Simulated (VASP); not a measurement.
```yaml
crystal:
  lattice:
    - [0.00000, 3.08570, 3.08570]
    - [3.08570, 0.00000, 3.08570]
    - [3.08570, 3.08570, 0.00000]
  atoms:
    - { symbol: Pb, position: [0.00000, 0.00000, 0.00000] }
    - { symbol: S, position: [0.50000, 0.50000, 0.50000] }
```

Computed with vdW-DF2, VASP's PBE PAW potentials (set 64) (plane waves; VASP). Settings: 520 eV cut-off, 7×7×7 Γ-centred mesh, Gaussian smearing of 0.050 eV, potentials Pb_d S.

Q: Predict the energy per atom (σ→0).

A: 
| Property | Value |
|---|---|
| energy per atom (σ→0) | -1.935 eV/atom |

Only differences to runs with the same potentials and settings are physical.

The compound is PbS in the rock salt structure. It was relaxed first, which changed the volume by +12 %.
